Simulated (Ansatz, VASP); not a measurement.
# ZrC: VASP beside Ansatz, part 3 of 3

One calculation is typed for both programs; each brings its own data sets. How far apart do they land? The cell is taken from a series of runs on this material, whose earlier steps may have relaxed, scaled, displaced or heated it; both programs get it as it stands.

VASP 6.6.1 and Ansatz 0.2.0.

So far: Set-up; Ansatz: elastic constants, PBEsol, pair 1; VASP: elastic constants, PBEsol, pair 1; Side by side; VASP: elastic constants, PBEsol, pair 2; Ansatz: elastic constants, PBEsol, pair 2.

### Step 8. Ansatz: elastic constants, PBEsol, pair 3

Level of this step: Ansatz beside VASP: Kohn-Sham DFT, plane waves, PBEsol (Ansatz).

Elastic constants are differences of stresses under small strains, so they test the stress and the mesh. The cell compared in this pair holds 25.58 Å³, against 25.45 Å³ for the pair before.

The cell is taken from a series of runs on this material, whose earlier steps may have relaxed, scaled, displaced or heated it; both programs get it as it stands.

input.yaml

```yaml
crystal:
  lattice:
    - [0.0, 2.3387487265, 2.3387487265]
    - [2.3387487265, 0.0, 2.3387487265]
    - [2.3387487265, 2.3387487265, 0.0]
  atoms:
    - { symbol: Zr, position: [0.5, 0.5, 0.5] }
    - { symbol: C, position: [0.0, 0.0, 0.0] }
kpoints:
  mp_grid: { grid: [12, 12, 12] }
hamiltonian:
  xc: pbesol
scf:
  occupations: { method: gaussian, width: 0.1 }
output:
  forces: true
  stress: true
  eigenvalues: true
basis:
  ecutwfc: 290.0
elastic:
  mode: relaxed_ion
  stencil: two_point
```

Started as:

```
$ ansatz run input.yaml --threads 4 --pin off --max-ram 8192MiB --backend cpu --events-out ev --progress --plain --runs-dir out
```

Numbers of over 12 decimals in the logs are rounded to 6 here.

Output:

```text
Warning: basis.ecutwfc = 290 eV is below the records' recommended 420 eV, and the density's cutoff is lower with it unless basis.ecutrho_ratio is high enough to keep the records' density cutoff: compare with a run at a higher cutoff
[...]
Crystal: 2 atoms, lattice volume = 25.585 Å³
[...]
2.000e-3       0.9521       -4376.9662000       5   30068    302   relax 0 steps, max|allowed force component| 1.63e-30 eV/Å
[...]
δ    σ_23 (GPa)             F (eV)   n_scf  n_hpsi   n_pw
    -2.000e-3      -0.3037       -4376.9662429       6   52743    302   relax 0 steps, max|allowed force component| 3.87e-29 eV/Å
     2.000e-3       0.3037       -4376.9662429       5   50797    302   relax 0 steps, max|allowed force component| 5.40e-29 eV/Å
[key lines of the parts left out:]
SCF converged after 8 iterations
Free energy (F): -4376.965887 eV
Fermi energy:    15.057473 eV
P = ⅓ Tr σ = 0.0096 GPa (0.096 kbar)
```

### Step 9. VASP: elastic constants, PBEsol, pair 3

The same cell, functional, mesh and smearing now go to VASP, with its own data sets.

INCAR

```
SYSTEM = ZrC
PREC = Accurate
ENCUT = 600
EDIFF = 1E-08
NELM = 120
ISMEAR = 0
SIGMA = 0.1
LREAL = .FALSE.
ALGO = Normal
GGA = PS
NBANDS = 14
LASPH = .TRUE.
LORBIT = 11
LWAVE = .FALSE.
LCHARG = .FALSE.
ISIF = 3
IBRION = 6
NFREE = 2
POTIM = 0.015
NSW = 1
GGA_COMPAT = .FALSE.
KPAR = 2
```

POSCAR

```
ZrC
1.0
    0.0000000000      2.3387487265      2.3387487265
    2.3387487265      0.0000000000      2.3387487265
    2.3387487265      2.3387487265      0.0000000000
Zr C
1 1
Direct
    0.5000000000      0.5000000000      0.5000000000
    0.0000000000      0.0000000000      0.0000000000
```

KPOINTS

```
Automatic mesh
0
Gamma
12 12 12
0 0 0
```

Potentials, in the order of the species: Zr_sv and C (PBE family, release 64).

Started as:

```
$ mpirun -np 2 vasp_std
```

Output:

```text
[... set-up lines as in an earlier step ...]
 entering main loop
       N       E                     dE             d eps       ncg     rms          rms(c)
DAV:   1     0.111507193747E+03    0.11151E+03   -0.94580E+03  2016   0.129E+03
DAV:   2    -0.167025520125E+02   -0.12821E+03   -0.11939E+03  2484   0.320E+02
DAV:   3    -0.236314914174E+02   -0.69289E+01   -0.68658E+01  3368   0.642E+01
DAV:   4    -0.237864849846E+02   -0.15499E+00   -0.15494E+00  2450   0.641E+00
[...]
DAV:  14    -0.205733974239E+02    0.83590E-07   -0.10749E-07  2334   0.222E-03    0.554E-04
DAV:  15    -0.205733974457E+02   -0.21769E-07   -0.72852E-09  1458   0.766E-04    0.534E-04
DAV:  16    -0.205733974436E+02    0.21460E-08   -0.21437E-09  1194   0.378E-04
   1 F= -.20573397E+02 E0= -.20572309E+02  d E =-.217696E-02
[... from here on, the cycles between the ionic steps are left out ...]
   2 F= -.20562904E+02 E0= -.20561892E+02  d E =-.202417E-02
   9 F= -.20570637E+02 E0= -.20569584E+02  d E =-.210589E-02
  10 F= -.20570637E+02 E0= -.20569584E+02  d E =-.210589E-02
  11 F= -.20570637E+02 E0= -.20569584E+02  d E =-.210589E-02
  12 F= -.20570637E+02 E0= -.20569584E+02  d E =-.210589E-02
  13 F= -.20570637E+02 E0= -.20569584E+02  d E =-.210589E-02
  14 F= -.20572590E+02 E0= -.20571500E+02  d E =-.218061E-02
  15 F= -.20572590E+02 E0= -.20571500E+02  d E =-.218060E-02
  16 F= -.20572591E+02 E0= -.20571500E+02  d E =-.218060E-02
  17 F= -.20572591E+02 E0= -.20571500E+02  d E =-.218062E-02
 Finite differences progress:
  Degree of freedom:   8/  8
  Displacement:        2/  2
  Total:              16/ 16
```

OUTCAR, selected parts (step 9):

```text
  Total       -0.1384884     -0.1486905     -0.1486905     -0.0000000     -0.0000000      0.0000000
  in kB       -8.6724803     -9.3113606     -9.3113606     -0.0000000     -0.0000000      0.0000000
  external PRESSURE =      -9.0984005 kB  Pullay stress =       0.0000000 kB

 POSITION                                       TOTAL-FORCE (eV/Angst)
 -----------------------------------------------------------------------------------
      2.33875      2.33875      2.33875        -0.107815      0.000000      0.000000
     -0.01500      0.00000      0.00000         0.107815      0.000000      0.000000
 -----------------------------------------------------------------------------------
    total drift:                               -0.000049      0.000000      0.000000

  FREE ENERGIE OF THE ION-ELECTRON SYSTEM (eV)
  ---------------------------------------------------
  free  energy   TOTEN  =       -20.5725905710 eV

  energy  without entropy=      -20.5704099548  energy(sigma->0) =      -20.57150026

[... 1 part as in an earlier step ...]

[... 2 further parts left out ...]
[key lines of the parts left out:]
E-fermi :   9.7144
```

Levels, forces or a CONTCAR printed for this step are those of its last displaced cell, not of the structure at rest.

### Step 10. Differences

What differs besides the data sets and the points named for the pairs above, as far as they apply: the cutoff is 290 eV in Ansatz and 600 eV in VASP; Ansatz's log warns that its cutoff lies below the recommended one. Total energies have different zeros and are not compared.

The two programs side by side:

| quantity | Ansatz | VASP | difference |
| --- | --- | --- | --- |
| C11 (GPa) | 484.1 | 484.4 | -0.08 % |
| C22 (GPa) | 484.1 | 484.4 | -0.08 % |
| C33 (GPa) | 484.1 | 484.4 | -0.08 % |
| C12 (GPa) | 110.0 | 106.9 | +2.88 % |
| C13 (GPa) | 110.0 | 106.9 | +2.88 % |
| C23 (GPa) | 110.0 | 106.9 | +2.88 % |
| C44 (GPa) | 151.8 | 154.1 | -1.46 % |
| C55 (GPa) | 151.8 | 154.1 | -1.46 % |
| C66 (GPa) | 151.8 | 154.1 | -1.46 % |

### Step 11. What came out

```yaml
difference_in_c11_elastic_constants_pbesol_pair_1: -0.58 %
difference_in_c12_elastic_constants_pbesol_pair_2: 1.0 %
difference_in_c12_elastic_constants_pbesol_pair_3: 2.9 %
```

The difference in C12 is 2.9 % (elastic constants, PBEsol, pair 3), within the 5 % picked in this series as the mark of a large difference. 2 further runs of this series are not shown here. How closely two codes agree says nothing of how well the functional describes the real material.

[Lines on the potential files, build, host, timing and source positions are cut from VASP's logs without a mark.]

[Logs are printed without paths, hosts, clocks, repeated set-up lines and the standing remarks that a program may print on its own settings, such as how far it seeks lower states.]

[Hosts, paths, dates, database ids (printed as entryN), source tags and the programs' standing remarks are cut or masked in the printed files.]
